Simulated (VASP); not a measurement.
# GaN (P6_3mc) in VASP: Born charges and dielectric tensor with PBE

Aim: the Born charges and dielectric tensor of GaN with PBE.

Everything below comes from runs of VASP 6.6.1. Logs are shortened: lines on timing, memory, paths and dates and some standing lists are left out, and cuts for length are marked.

## (1) Starting point

The structure is hexagonal, space group P6_3mc (No. 186). The conventional cell has a = 3.278 Å, b = 3.278 Å, c = 4.977 Å, α = 90.00°, β = 90.00°, γ = 120.00°. Around Ga (site symmetry 3m) lie 4 N at 1.96 to 1.97 Å. N (site symmetry 3m) is surrounded by 4 Ga at 1.96 to 1.97 Å.

## (2) Born charges and dielectric tensor, PBE

INCAR reads:

```
SYSTEM = GaN
PREC = Accurate
ENCUT = 520
EDIFF = 1E-8
ISMEAR = 0
SIGMA = 0.02
LREAL = .FALSE.
LASPH = .TRUE.
NELM = 80
ALGO = Fast
ISIF = 2
LWAVE = .FALSE.
LCHARG = .FALSE.
GGA = PE
LEPSILON = .TRUE.
IBRION = 8
NSW = 1
```

KPOINTS reads:

```
regular mesh
0
G
  3 3 1
  0 0 0
```

POSCAR reads:

```
GaN                                     
1.0
    3.2776543394      0.0000000000      0.0000000000
   -1.6388271697      2.8385319183     -0.0000000000
   -0.0000000000     -0.0000000000      4.9765805443
  Ga              N             
     2     2
Direct
     0.3333333300000021    0.6666666699999979    0.9894711830131204
     0.6666666699999979    0.3333333300000021    0.4894711830131205
     0.3333333300000021    0.6666666699999979    0.3855288169868795
     0.6666666699999979    0.3333333300000021    0.8855288169868796
```

Potentials or basis: VASP PAW PBE potentials, release 64 (Ga_d, N).

Launch:

```sh
$ cat potpaw_PBE.64/Ga_d/POTCAR potpaw_PBE.64/N/POTCAR > POTCAR
$ mpirun -np 4 vasp_std > vasp.out
```

OUTCAR:

```text
SYSTEM = GaN
   PREC = Accurate
   ENCUT = 520
   EDIFF = 1E-8
   ISMEAR = 0
   LREAL = .FALSE.
   LASPH = .TRUE.
   NELM = 80
   ISIF = 2
   GGA = PE
   LEPSILON = .TRUE.
   IBRION = 8
   NSW = 1

 ion  position               nearest neighbor table
   1  0.333  0.667  0.989-   4 1.96   4 1.96   4 1.96   3 1.97
   2  0.667  0.333  0.489-   3 1.96   3 1.96   3 1.96   4 1.97
   3  0.333  0.667  0.386-   2 1.96   2 1.96   2 1.96   1 1.97
   4  0.667  0.333  0.886-   1 1.96   1 1.96   1 1.96   2 1.97

  LATTYP: Found a hexagonal cell.
 ALAT       =     3.2776543394
 C/A-ratio  =     1.5183359894

  Lattice vectors:

 A1 = (   3.2776543394,   0.0000000000,   0.0000000000)
 A2 = (  -1.6388271697,   2.8385319183,   0.0000000000)
 A3 = (   0.0000000000,   0.0000000000,   4.9765805443)

Analysis of symmetry for initial positions (statically):
=====================================================================
 Subroutine PRICEL returns:
 Original cell was already a primitive cell.

 Routine SETGRP: Setting up the symmetry group for a
 hexagonal supercell.

 Subroutine GETGRP returns: Found 12 space group operations
 (whereof  6 operations were pure point group operations)
 out of a pool of 24 trial point group operations.

The static configuration has the point symmetry C_3v.
 The point group associated with its full space group is C_6v.

Analysis of symmetry for dynamics (positions and initial velocities):
=====================================================================
 Subroutine PRICEL returns:
 Original cell was already a primitive cell.

 Routine SETGRP: Setting up the symmetry group for a
 hexagonal supercell.

 Subroutine GETGRP returns: Found 12 space group operations
[... 334 lines left out ...]
 ---------------------------------------------------------------------------------
 ion    1
    1     3.16441     0.00000     0.00000
    2     0.00000     3.16441     0.00000
    3    -0.00000     0.00000     2.62356
 ion    2
    1     3.16441     0.00000     0.00000
    2    -0.00000     3.16441    -0.00000
    3     0.00000     0.00000     2.62356
 ion    3
    1    -3.16441     0.00000     0.00000
    2     0.00000    -3.16441     0.00000
    3     0.00000    -0.00000    -2.62356
 ion    4
    1    -3.16441     0.00000     0.00000
    2    -0.00000    -3.16441     0.00000
    3    -0.00000     0.00000    -2.62356

 INTERNAL STRAIN TENSOR FOR ION    4 for displacements in x,y,z  (eV/Angst):
          X           Y           Z          XY          YZ          ZX
  --------------------------------------------------------------------------------
  x    -0.00000     0.00000     0.00000     9.74304     0.00000     4.54324
  y     9.74304    -9.74304    -0.00000     0.00000     4.66778     0.00000
  z     3.48349     3.48349   -14.14730     0.00000    -0.00000     0.00000

 SECOND DERIVATIVES (NOT SYMMETRIZED)
 ------------------------------------
               1X          1Y          1Z          2X          2Y          2Z          3X          3Y          3Z          4X          4Y          4Z
  1X   -14.064202    0.000000    0.000000    0.718431   -0.000000   -0.000000    1.315150    0.000000   -0.000000   12.030621    0.000000    0.000000
  1Y     0.000000  -14.064202    0.000000    0.000000    0.718431    0.000000    0.000000    1.315150    0.000000    0.000000   12.030621    0.000000
  1Z     0.000000   -0.000000  -16.714481    0.000000    0.000000    7.533031    0.000000   -0.000000    6.412158    0.000000    0.000000    2.769292
  2X     0.718431   -0.000000    0.000000  -14.064202    0.000000    0.000000   12.030621    0.000000    0.000000    1.315150   -0.000000    0.000000
  2Y     0.000000    0.718431   -0.000000    0.000000  -14.064202    0.000000    0.000000   12.030621   -0.000000    0.000000    1.315150    0.000000
  2Z    -0.000000    0.000000    7.533031    0.000000    0.000000  -16.714481    0.000000   -0.000000    2.769292    0.000000    0.000000    6.412158
  3X     1.290712    0.000000    0.000000   12.019330    0.000000    0.000000  -14.277723    0.000000    0.000000    0.967681    0.000000    0.000000
  3Y     0.000000    1.290712   -0.000000   -0.000000   12.019330   -0.000000    0.000000  -14.277723   -0.000000    0.000000    0.967681    0.000000
  3Z     0.000000    0.000000    6.351542    0.000000   -0.000000    2.846598    0.000000   -0.000000  -13.925653    0.000000    0.000000    4.727513
  4X    12.019330    0.000000    0.000000    1.290712   -0.000000   -0.000000    0.967681    0.000000   -0.000000  -14.277723    0.000000    0.000000
  4Y    -0.000000   12.019330    0.000000    0.000000    1.290712    0.000000   -0.000000    0.967681   -0.000000    0.000000  -14.277723    0.000000
  4Z     0.000000    0.000000    2.846598    0.000000    0.000000    6.351542    0.000000    0.000000    4.727513    0.000000    0.000000  -13.925653

 Eigenvectors and eigenvalues of the dynamical matrix
 ----------------------------------------------------

   1 f  =   18.133211 THz   113.934324 2PiTHz  604.858806 cm-1    74.992900 meV
             X         Y         Z           dx          dy          dz
     -0.000000  1.892355  4.924183    -0.000000    0.000000   -0.080549
      1.638827  0.946177  2.435893     0.000000   -0.000000    0.080549
     -0.000000  1.892355  1.918615    -0.000000    0.000000    0.702504
      1.638827  0.946177  4.406905     0.000000   -0.000000   -0.702504
[... 71 lines left out ...]
  12 f/i=    0.008364 THz     0.052556 2PiTHz    0.279009 cm-1     0.034593 meV
             X         Y         Z           dx          dy          dz
     -0.000000  1.892355  4.924183     0.599808    0.237548    0.000000
      1.638827  0.946177  2.435893     0.599808    0.237548    0.000000
     -0.000000  1.892355  1.918615     0.269145    0.106592    0.000000
      1.638827  0.946177  4.406905     0.269145    0.106592    0.000000

--------------------------------------------------------------------------------------------------------

 MACROSCOPIC STATIC DIELECTRIC TENSOR IONIC CONTRIBUTION
 ------------------------------------------------------
           5.872613     0.000000    -0.000000
           0.000000     5.872613    -0.000000
          -0.000000    -0.000000     5.854413
 ------------------------------------------------------

 ELASTIC MODULI CONTR FROM IONIC RELAXATION (kBar)
 Direction    XX          YY          ZZ          XY          YZ          ZX
 --------------------------------------------------------------------------------
 XX        -531.4071    349.9252    369.6052      0.0000      0.0000     -0.0000
 YY         349.9252   -531.4071    369.6052     -0.0000     -0.0000      0.0000
 ZZ         369.6052    369.6052  -1505.4726     -0.0000     -0.0000     -0.0000
 XY           0.0000     -0.0000     -0.0000   -440.6661      0.0000      0.0000
 YZ           0.0000     -0.0000     -0.0000      0.0000   -103.0532     -0.0000
 ZX          -0.0000      0.0000     -0.0000      0.0000     -0.0000   -105.3756
 --------------------------------------------------------------------------------

 PIEZOELECTRIC TENSOR IONIC CONTR  for field in x, y, z        (C/m^2)
          XX          YY          ZZ          XY          YZ          ZX
  --------------------------------------------------------------------------------
  x    -0.00000     0.00000    -0.00000     0.00000    -0.00000    -0.74022
  y     0.00000    -0.00000    -0.00000     0.00000    -0.73201    -0.00000
  z    -0.68583    -0.68583     2.79351     0.00000     0.00000     0.00000
```

Wall time 92 s (4 MPI ranks of AMD EPYC 7R13 (Zen 3), shared host); peak memory 0.1 GiB.

What came out:

* Band gap on the k mesh: 1.59 eV, direct
* Electronic dielectric tensor (diagonal): 15.42, 15.42, 18.26
* Born charges (mean of the diagonal): Ga +2.98; N -2.98 e
* Highest phonon frequency at Γ, LO-TO splitting left out: 605 cm⁻¹

Levels at points of the mesh, in eV from the valence-band top:
```csv
k point,band 16,band 17,band 18,band 19,band 20,band 21
"(0.00, 0.00, 0.00)",-0.40,-0.40,0.00,1.59,3.08,8.95
```

Phonon frequencies in cm⁻¹ (negative: imaginary):
```tsv
q point	frequencies
(0.000, 0.000, 0.000)	0 0 0 160 160 302 463 557 557 573 573 605
```

Electronic dielectric tensor:
```
15.42  0.00  0.00
 0.00 15.42  0.00
 0.00  0.00 18.26
```

Born effective charge tensors (e):
atom 1, Ga
```
3.16 0.00 0.00
0.00 3.16 0.00
0.00 0.00 2.62
```
atom 2, Ga
```
3.16 0.00 0.00
0.00 3.16 0.00
0.00 0.00 2.62
```
atom 3, N
```
-3.16  0.00  0.00
 0.00 -3.16  0.00
 0.00  0.00 -2.62
```
atom 4, N
```
-3.16  0.00  0.00
 0.00 -3.16  0.00
 0.00  0.00 -2.62
```

Caveat: the k mesh is coarse (spacing up to 1.26 Å⁻¹), so the values aren't converged.
